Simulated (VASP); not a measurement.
A run of VASP 6.6.1 is set up as follows.

The input POSCAR:

```
SrTiO3                                  
1.0
    3.8947475960      0.0000000000      0.0000000000
    0.0000000000      3.8947475960      0.0000000000
    0.0000000000      0.0000000000      3.8947475960
  Sr              Ti              O             
     1     1     3
Direct
     0.5000000000000000    0.5000000000000000    0.5000000000000000
     0.0000000000000000    0.0000000000000000    0.0000000000000000
     0.5000000000000000    0.0000000000000000    0.0000000000000000
     0.0000000000000000    0.5000000000000000    0.0000000000000000
     0.0000000000000000    0.0000000000000000    0.5000000000000000
```

File INCAR.step1:

```
PREC     = Accurate       # precision mode
ENCUT    = 500            # plane-wave cutoff, eV
EDIFF    = 1E-8           # SCF threshold, eV
ISMEAR   = 0              # smearing method
SIGMA    = 0.01           # smearing width, eV
LREAL    = F              # projectors in reciprocal space
LASPH    = T              # aspherical terms in the spheres
NELM     = 80             # most SCF steps
ALGO     = Normal         # electronic algorithm
LWAVE    = T              # write WAVECAR
LCHARG   = F              # write CHGCAR
GGA      = PE             # functional
KPAR     = 4
```

Contents of INCAR.step2:

```
PREC     = Accurate       # precision mode
ENCUT    = 500            # plane-wave cutoff, eV
EDIFF    = 1E-8           # SCF threshold, eV
ISMEAR   = 0              # smearing method
SIGMA    = 0.01           # smearing width, eV
LREAL    = F              # projectors in reciprocal space
LASPH    = T              # aspherical terms in the spheres
NELM     = 1              # most SCF steps
ALGO     = Exact          # electronic algorithm
LWAVE    = T              # write WAVECAR
LCHARG   = F              # write CHGCAR
GGA      = PE             # functional
KPAR     = 4            
NBANDS   = 243            # bands
LOPTICS  = T              # frequency-dependent dielectric function
ISTART   = 1
```

Contents of INCAR.step3:

```
PREC     = Accurate       # precision mode
ENCUT    = 500            # plane-wave cutoff, eV
EDIFF    = 1E-8           # SCF threshold, eV
ISMEAR   = 0              # smearing method
SIGMA    = 0.01           # smearing width, eV
LREAL    = F              # projectors in reciprocal space
LASPH    = T              # aspherical terms in the spheres
ALGO     = EVGW0          # electronic algorithm
LWAVE    = F              # write WAVECAR
LCHARG   = F              # write CHGCAR
GGA      = PE             # functional
KPAR     = 4            
NELMGW   = 1            
NBANDS   = 243            # bands
ENCUTGW  = 150            # cutoff of the response function
NOMEGA   = 48             # frequency points
PRECFOCK = Fast         
ISTART   = 1            
NBANDSGW = 28
```

File KPOINTS:

```
Automatic mesh
0
Gamma
  4 4 4
```

Potentials or basis: VASP PAW PBE potentials, release 64 (Sr_sv_GW, Ti_sv_GW, O_GW).

Command:

```sh
$ cat potpaw_PBE.64/Sr_sv_GW/POTCAR potpaw_PBE.64/Ti_sv_GW/POTCAR potpaw_PBE.64/O_GW/POTCAR > POTCAR
$ cp INCAR.step1 INCAR
$ mpirun -np 4 vasp_std > vasp.out
$ cp INCAR.step2 INCAR
$ mpirun -np 4 vasp_std > vasp.out
$ cp INCAR.step3 INCAR
$ mpirun -np 4 vasp_std > vasp.out
```

**Question.** What does it give for the quasiparticle gap?

**Answer.** 3.64 eV.

**Question.** Estimate the least direct quasiparticle gap.

**Answer.** 3.98 eV.

**Question.** Predict the band gap on the k mesh, mean-field level.

**Answer.** 1.88 eV, indirect (least direct gap 2.22 eV).

Caveat: bands, screening cutoff and mesh are small and nothing is extrapolated, so the quasiparticle values aren't converged. A k mesh can miss the band edges.
